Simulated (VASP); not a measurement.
Output of a VASP run:

OUTCAR:
```
 ion  position               nearest neighbor table
   1  0.000  0.000  0.000-   2 2.37   3 2.37   3 2.37   3 2.37   3 2.37   2 2.37   2 2.37   2 2.37
  LATTYP: Found a face centered cubic cell.
 ALAT       =     5.4678852140
 Subroutine PRICEL returns:
 Original cell was already a primitive cell.
 Subroutine GETGRP returns: Found 48 space group operations
The static configuration has the point symmetry O_h .
The dynamic configuration has the point symmetry O_h .
 Subroutine INISYM returns: Found 48 space group operations
 Subroutine IBZKPT returns following result:
 Found     16 irreducible k-points:

 Following reciprocal coordinates:
            Coordinates               Weight
  0.000000  0.000000  0.000000      1.000000
  0.166667  0.000000  0.000000      8.000000
  0.333333  0.000000  0.000000      8.000000
  0.500000  0.000000  0.000000      4.000000
  0.166667  0.166667  0.000000      6.000000
  0.333333  0.166667  0.000000     24.000000
  0.500000  0.166667  0.000000     24.000000
 -0.333333  0.166667  0.000000     24.000000
 -0.166667  0.166667  0.000000     12.000000
  0.333333  0.333333  0.000000      6.000000
  0.500000  0.333333  0.000000     24.000000
 -0.333333  0.333333  0.000000     12.000000
  0.500000  0.500000  0.000000      3.000000
  0.500000  0.333333  0.166667     24.000000
 -0.333333  0.333333  0.166667     24.000000
 -0.333333  0.500000  0.166667     12.000000
   k-points           NKPTS =     16   k-points in BZ     NKDIM =     16   number of bands    NBANDS=     16
   number of dos      NEDOS =    301   number of ions     NIONS =      3
   total plane-waves  NPLWV =  27000
   dimension x,y,z NGX =    30 NGY =   30 NGZ =   30
   dimension x,y,z NGXF=    60 NGYF=   60 NGZF=   60
   ions per type =               1   2
   PREC   = accura    normal or accurate (medium, high low for compatibility)
   ISTART =      0    job   : 0-new  1-cont  2-samecut
   ICHARG =      2    charge: 1-file 2-atom 10-const
   ISPIN  =      1    spin polarized calculation?
   LNONCOLLINEAR =      F non collinear calculations
   LSORBIT =      F    spin-orbit coupling
   INIWAV =      1    electr: 0-lowe 1-rand  2-diag
   ENCUT  =  520.0 eV  38.22 Ry    6.18 a.u.   7.19  7.19  7.19*2*pi/ulx,y,z
   NELM   =    100;   NELMIN=  2; NELMDL= -5     # of ELM steps
   EDIFF  = 0.1E-05   stopping-criterion for ELM
   LREAL  =      F    real-space projection
   NLSPLINE    = F    spline interpolate recip. space projectors
   LMAXMIX     =    6 max onsite mixed and CHGCAR
   VOSKOWN=      0    Vosko Wilk Nusair interpolation
   EDIFFG = -.2E-01   stopping-criterion for IOM
   NSW    =     60    number of steps for IOM
   NBLOCK =      1;   KBLOCK =     60    inner block; outer block
   IBRION =      2    ionic relax: 0-MD 1-quasi-New 2-CG
   NFREE  =      1    steps in history (QN), initial steepest desc. (CG)
   ISIF   =      3    stress and relaxation
   ISYM   =      2    0-nonsym 1-usesym 2-fastsym
   TEIN   =    0.0    initial temperature
   TEBEG  =    0.0;   TEEND  =   0.0 temperature during run
   SMASS  =  -3.00    Nose mass-parameter (am)
   PSTRESS=    0.0 pullay stress
   NELECT =      24.0000    total number of electrons
   EFERMI =   0.00;   METHOD = LEGACY
   ISMEAR =     0;   SIGMA  =   0.05  broadening in eV -4-tet -1-fermi 0-gaus
   IALGO  =     38    algorithm
   LDIAG  =      T    sub-space diagonalisation (order eigenvalues)
   IMIX   =      4    mixing-type and parameters
     AMIX     =   0.40;   BMIX     =  1.00
     AMIX_MAG =   1.60;   BMIX_MAG =  1.00
     AMIN     =   0.10
   GGA     = 91    functional components
   VOSKOWN =     0    Vosko Wilk Nusair interpolation
   LHFCALC =     F    Hartree Fock is set to
   LHFONE  =     F    Hartree Fock one center treatment
   AEXX    =    0.0000 exact exchange contribution
   IVDW    =     0    specifies the selected vdW correction
   LEPSILON=     F    determine dielectric tensor
   LRPA    =     F    only Hartree local field effects (RPA)
  energy-cutoff  :      520.00
...
```

### OSZICAR
```
       N       E                     dE             d eps       ncg     rms          rms(c)
DAV:   1     0.231443610867E+03    0.23144E+03   -0.11481E+04   520   0.195E+03
DAV:   2     0.129296343337E+02   -0.21851E+03   -0.20543E+03   776   0.303E+02
DAV:   3    -0.300361116197E+02   -0.42966E+02   -0.37536E+02   680   0.145E+02
DAV:   4    -0.321434689708E+02   -0.21074E+01   -0.21071E+01   768   0.378E+01
DAV:   5    -0.322411572038E+02   -0.97688E-01   -0.97685E-01   848   0.713E+00    0.289E+01
DAV:   6    -0.305154673174E+02    0.17257E+01   -0.10432E+02   744   0.601E+01    0.310E+01
DAV:   7    -0.287098561895E+02    0.18056E+01   -0.22552E+02   800   0.137E+02    0.207E+01
DAV:   8    -0.281036929316E+02    0.60616E+00   -0.45180E+00   600   0.225E+01    0.144E+01
DAV:   9    -0.265456888552E+02    0.15580E+01   -0.67724E+00   752   0.217E+01    0.237E+00
DAV:  10    -0.264778019755E+02    0.67887E-01   -0.28549E-01   880   0.490E+00    0.163E+00
DAV:  11    -0.264396739291E+02    0.38128E-01   -0.60329E-02   760   0.237E+00    0.129E+00
DAV:  12    -0.264001003444E+02    0.39574E-01   -0.16664E-01   792   0.390E+00    0.508E-01
DAV:  13    -0.264021974031E+02   -0.20971E-02   -0.87096E-02   808   0.266E+00    0.673E-01
DAV:  14    -0.263996495857E+02    0.25478E-02   -0.54312E-02   808   0.210E+00    0.304E-01
DAV:  15    -0.263994038188E+02    0.24577E-03   -0.84974E-03   744   0.862E-01    0.115E-01
DAV:  16    -0.263993306512E+02    0.73168E-04   -0.29196E-03   696   0.534E-01    0.781E-02
DAV:  17    -0.263992779202E+02    0.52731E-04   -0.79763E-04   784   0.266E-01    0.184E-02
DAV:  18    -0.263992787392E+02   -0.81909E-06   -0.13960E-05   728   0.251E-02    0.164E-02
DAV:  19    -0.263992758913E+02    0.28479E-05   -0.11764E-05   720   0.308E-02    0.574E-03
DAV:  20    -0.263992750456E+02    0.84577E-06   -0.36209E-06   536   0.182E-02
   1 F= -.26399275E+02 E0= -.26399275E+02  d E =-.263993E+02
```

File OUTCAR:
```
------------------------ aborting loop because EDIFF is reached ----------------------------------------
  FORCE on cell =-STRESS in cart. coord.  units (eV):
  Direction    XX          YY          ZZ          XY          YZ          ZX
  --------------------------------------------------------------------------------------
  Total       -0.0581481     -0.0581481     -0.0581481      0.0000000     -0.0000000      0.0000000
  in kB       -2.2795456     -2.2795456     -2.2795456      0.0000000     -0.0000000      0.0000000
  external PRESSURE =      -2.2795456 kB  Pullay stress =       0.0000000 kB
  volume of cell :       40.87
      direct lattice vectors                 reciprocal lattice vectors
     0.000000000  2.733942607  2.733942607    -0.182886063  0.182886063  0.182886063
     2.733942607  0.000000000  2.733942607     0.182886063 -0.182886063  0.182886063
     2.733942607  2.733942607  0.000000000     0.182886063  0.182886063 -0.182886063
 POSITION                                       TOTAL-FORCE (eV/Angst)
 -----------------------------------------------------------------------------------
      0.00000      0.00000      0.00000         0.000000      0.000000      0.000000
      1.36697      1.36697      1.36697        -0.000000     -0.000000      0.000000
      4.10091      4.10091      4.10091         0.000000     -0.000000     -0.000000
 -----------------------------------------------------------------------------------
    total drift:                                0.000000     -0.000000      0.000000
  FREE ENERGIE OF THE ION-ELECTRON SYSTEM (eV)
  ---------------------------------------------------
  free  energy   TOTEN  =       -26.3992750456 eV

  energy  without entropy=      -26.3992750455  energy(sigma->0) =      -26.39927505

 reached required accuracy - stopping structural energy minimisation
```
(Selected blocks of OUTCAR.)

POSCAR:
```
CeO2
1
    0.0000000000     2.7339426070     2.7339426070
    2.7339426070    -0.0000000000     2.7339426070
    2.7339426070     2.7339426070     0.0000000000
Ce O
1 2
Direct
  0.0000000000   0.0000000000   0.0000000000
  0.2500000000   0.2500000000   0.2500000000
  0.7500000000   0.7500000000   0.7500000000
```

Task: Write an INCAR and KPOINTS that could have produced this output.

Result: Several could match; the one computed here: the input of the run itself, PW91 GGA, plane waves, VASP's PBE PAW potentials (set 64).

### KPOINTS
```
Automatic mesh
0
Gamma
6 6 6
0 0 0
```

### INCAR
```
! general
SYSTEM  = CeO2
PREC    = Accurate
ENCUT   = 520
LREAL   = .FALSE.   ! projection in real space or not
LASPH   = .TRUE.   ! aspherical one-centre terms

! electronic loop
EDIFF   = 1E-6   ! SCF stop (eV)
NELM    = 100   ! most electronic steps
ALGO    = Normal
LMAXMIX = 6

! smearing
ISMEAR  = 0   ! Gaussian
SIGMA   = 0.05   ! width (eV)

! functional
GGA     = 91   ! PW91

! ions
IBRION  = 2   ! conjugate gradients
NSW     = 60   ! most ionic steps
ISIF    = 3   ! ions, shape and volume
EDIFFG  = -0.02   ! ionic stop

! output
LWAVE   = .FALSE.
LCHARG  = .FALSE.
```

POTCAR, in this order: Ce O (PBE.64 set). Program: vasp_std.

The compound is CeO2 in the fluorite structure. It was relaxed first. The start is the result of an earlier pass. The run is not spin-polarised, so no magnetic state was tried.
